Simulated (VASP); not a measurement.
Given:

```xyz
2
Lattice="-2.4129 2.4129 1.3165 2.4129 -2.4129 1.3165 2.4129 2.4129 -1.3165" Properties=species:S:1:pos:R:3 pbc="T T T"
P      0.0000     2.4129     0.6583
P      0.0000     0.0000     0.0000
```

Computed with PBEsol GGA, VASP's PBE PAW potentials (set 64) (plane waves; VASP 6.6.1). Run with 400 eV cut-off, 10×10×10 Γ-centred mesh, Gaussian smearing of 0.050 eV, potentials P.

Energy and stress use the plane-wave basis of the starting cell.

Q: The ions, cell shape and volume are relaxed. Which structure does the run end with?

A: 
```xyz
2
Lattice="-2.4164 2.4164 1.2452 2.4164 -2.4164 1.2452 2.4164 2.4164 -1.2452" Properties=species:S:1:pos:R:3 pbc="T T T"
P      0.0000     2.4164     0.6226
P      4.8327     0.0000     0.0000
```
Space group I4_1/amd (141), at a tolerance of 0.03 Å.

Q: How do energy and volume change from the first to the last step?

A: The energy (σ→0) changes by -29.5 meV/atom and the volume by -5.1 %, in 10 ionic steps.

```json
[
 {"step": "1", "E(σ→0) (eV)": "-10.9230", "max force (eV/Å)": "0.000", "pressure (GPa)": "-4.66", "volume (Å³)": "30.66"},
 {"step": "2", "E(σ→0) (eV)": "-10.9777", "max force (eV/Å)": "0.000", "pressure (GPa)": "1.58", "volume (Å³)": "28.71"},
 {"step": "3", "E(σ→0) (eV)": "-10.9782", "max force (eV/Å)": "0.000", "pressure (GPa)": "1.17", "volume (Å³)": "28.82"},
 {"step": "4", "E(σ→0) (eV)": "-10.9783", "max force (eV/Å)": "0.000", "pressure (GPa)": "1.03", "volume (Å³)": "28.85"},
 {"step": "5", "E(σ→0) (eV)": "-10.9816", "max force (eV/Å)": "0.000", "pressure (GPa)": "-0.18", "volume (Å³)": "29.15"},
 {"step": "6", "E(σ→0) (eV)": "-10.9818", "max force (eV/Å)": "0.000", "pressure (GPa)": "-0.60", "volume (Å³)": "29.25"},
 {"step": "7", "E(σ→0) (eV)": "-10.9818", "max force (eV/Å)": "0.000", "pressure (GPa)": "-0.41", "volume (Å³)": "29.21"},
 {"step": "8", "E(σ→0) (eV)": "-10.9819", "max force (eV/Å)": "0.000", "pressure (GPa)": "0.00", "volume (Å³)": "29.09"},
 {"step": "9", "E(σ→0) (eV)": "-10.9820", "max force (eV/Å)": "0.000", "pressure (GPa)": "-0.17", "volume (Å³)": "29.14"},
 {"step": "10", "E(σ→0) (eV)": "-10.9820", "max force (eV/Å)": "0.000", "pressure (GPa)": "0.05", "volume (Å³)": "29.08"}
]
```

The structure was generated: P was put into the beta-Sn type (I4_1/amd), which need not be its known phase. This run relaxes it. Symmetry was kept, so distortions that lower it aren't found.
